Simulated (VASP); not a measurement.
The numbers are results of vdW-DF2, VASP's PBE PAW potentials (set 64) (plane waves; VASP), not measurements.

Input for VASP

File POSCAR:
```
Sc
1.0
  1.6494631611  -2.8569539129   0.0000000000
  1.6494631611   2.8569539129   0.0000000000
  0.0000000000   0.0000000000   5.1222213905
Sc
2
direct
  0.3333330000   0.6666670000   0.2500000000
  0.6666670000   0.3333330000   0.7500000000
```

**INCAR**
```
AGGAC  =  0.0
ALGO  =  Normal
EDIFF  =  1E-7
EDIFFG  =  -0.01
ENCUT  =  520
GGA  =  ML
IBRION  =  2
ISIF  =  4
ISMEAR  =  1
LASPH  =  .TRUE.
LCHARG  =  .FALSE.
LMAXMIX  =  4
LREAL  =  .FALSE.
LUSE_VDW  =  .TRUE.
LWAVE  =  .FALSE.
NELM  =  100
NSW  =  30
PREC  =  Accurate
SIGMA  =  0.1
SYSTEM  =  Sc
ZAB_VDW  =  -1.8867
```

### KPOINTS
```
K-points
0
Gamma
 13 13 7
```

POTCAR, in this order: Sc_sv (PBE.64 set). Program: vasp_std.

What VASP printed:

File OSZICAR:
```
       N       E                     dE             d eps       ncg     rms          rms(c)
DAV:   1     0.399237936689E+03    0.39924E+03   -0.11160E+04  2520   0.157E+03
DAV:   2     0.165795101725E+02   -0.38266E+03   -0.37758E+03  3484   0.656E+02
DAV:   3    -0.688001148861E+01   -0.23460E+02   -0.22819E+02  4174   0.189E+02
DAV:   4    -0.739410000690E+01   -0.51409E+00   -0.46931E+00  3863   0.234E+01
DAV:   5    -0.740261869046E+01   -0.85187E-02   -0.84892E-02  4165   0.306E+00    0.726E+00
DAV:   6    -0.652492041168E+01    0.87770E+00   -0.21827E+00  3171   0.192E+01    0.220E+00
DAV:   7    -0.642011897745E+01    0.10480E+00   -0.48741E-01  3332   0.835E+00    0.756E-01
DAV:   8    -0.641592090184E+01    0.41981E-02   -0.32977E-02  3493   0.296E+00    0.201E-01
DAV:   9    -0.641552832496E+01    0.39258E-03   -0.66833E-03  3304   0.117E+00    0.346E-02
DAV:  10    -0.641568464828E+01   -0.15632E-03   -0.46152E-04  3728   0.340E-01    0.148E-02
DAV:  11    -0.641567354748E+01    0.11101E-04   -0.19030E-05  4048   0.655E-02    0.449E-03
DAV:  12    -0.641567614624E+01   -0.25988E-05   -0.39114E-06  3791   0.267E-02    0.175E-03
DAV:  13    -0.641567505844E+01    0.10878E-05   -0.14068E-07  2289   0.485E-03    0.300E-04
DAV:  14    -0.641567487451E+01    0.18393E-06   -0.20082E-08  1981   0.319E-03    0.121E-04
DAV:  15    -0.641567492848E+01   -0.53972E-07   -0.85738E-09  1841   0.232E-03
   1 F= -.64156749E+01 E0= -.64149591E+01  d E =-.641567E+01
       N       E                     dE             d eps       ncg     rms          rms(c)
DAV:   1    -0.641601476768E+01   -0.33989E-03   -0.43617E-02  2709   0.450E+00    0.136E-01
DAV:   2    -0.641597277416E+01    0.41994E-04   -0.31567E-03  3976   0.904E-01    0.873E-02
DAV:   3    -0.641580803167E+01    0.16474E-03   -0.54818E-04  4731   0.308E-01    0.124E-02
DAV:   4    -0.641580475260E+01    0.32791E-05   -0.26869E-05  3838   0.847E-02    0.637E-03
DAV:   5    -0.641580420265E+01    0.54995E-06   -0.11181E-06  3406   0.184E-02    0.134E-03
DAV:   6    -0.641580417420E+01    0.28453E-07   -0.71688E-08  1736   0.433E-03
   2 F= -.64158042E+01 E0= -.64151265E+01  d E =-.129246E-03
       N       E                     dE             d eps       ncg     rms          rms(c)
DAV:   1    -0.641601413302E+01   -0.20993E-03   -0.34995E-02  2681   0.403E+00    0.122E-01
DAV:   2    -0.641598112197E+01    0.33011E-04   -0.25291E-03  3920   0.809E-01    0.782E-02
DAV:   3    -0.641584887124E+01    0.13225E-03   -0.43891E-04  4739   0.276E-01    0.111E-02
DAV:   4    -0.641584631550E+01    0.25557E-05   -0.21441E-05  3865   0.757E-02    0.566E-03
DAV:   5    -0.641584585875E+01    0.45675E-06   -0.88816E-07  3366   0.165E-02    0.124E-03
DAV:   6    -0.641584583255E+01    0.26196E-07   -0.59240E-08  1708   0.390E-03
   3 F= -.64158458E+01 E0= -.64152057E+01  d E =-.170904E-03
```

**OUTCAR**
```
------------------------ aborting loop because EDIFF is reached ----------------------------------------
  FORCE on cell =-STRESS in cart. coord.  units (eV):
  Direction    XX          YY          ZZ          XY          YZ          ZX
  --------------------------------------------------------------------------------------
  Total        0.5556088      0.5556088      0.5519492      0.0000000     -0.0000000      0.0000000
  in kB       18.4393469     18.4393457     18.3178917      0.0000000     -0.0000000      0.0000000
  external PRESSURE =      18.3988614 kB  Pullay stress =       0.0000000 kB
  volume of cell :       48.28
      direct lattice vectors                 reciprocal lattice vectors
     1.652071223 -2.861471203  0.000000000     0.302650390 -0.174735290  0.000000000
     1.652071223  2.861471203 -0.000000000     0.302650390  0.174735290  0.000000000
    -0.000000000 -0.000000000  5.106061655     0.000000000  0.000000000  0.195845657
 POSITION                                       TOTAL-FORCE (eV/Angst)
 -----------------------------------------------------------------------------------
      1.65207      0.95383      1.27652         0.000000      0.000000      0.000000
      1.65207     -0.95383      3.82955        -0.000000     -0.000000      0.000000
 -----------------------------------------------------------------------------------
    total drift:                                0.000000      0.000689     -0.000015
  FREE ENERGIE OF THE ION-ELECTRON SYSTEM (eV)
  ---------------------------------------------------
  free  energy   TOTEN  =        -6.4158458326 eV

  energy  without entropy=       -6.4139252992  energy(sigma->0) =       -6.41520565

 reached required accuracy - stopping structural energy minimisation
```
(Selected blocks of OUTCAR.)

### CONTCAR
```
Sc
   1.00000000000000
     1.6520712226390419   -2.8614712031411775    0.0000000000000000
     1.6520712226390419    2.8614712031411775   -0.0000000000000000
    -0.0000000000000000   -0.0000000000000000    5.1060616550788556
  Sc
     2
Direct
     0.3333330000000032    0.6666669999999968    0.2500000000000000
     0.6666669999999968    0.3333330000000032    0.7500000000000000
```

The compound is Sc in the hcp structure. This cell is one point of a volume scan, at 0.97 of the reference volume. Symmetry was kept, so distortions that lower it aren't found.
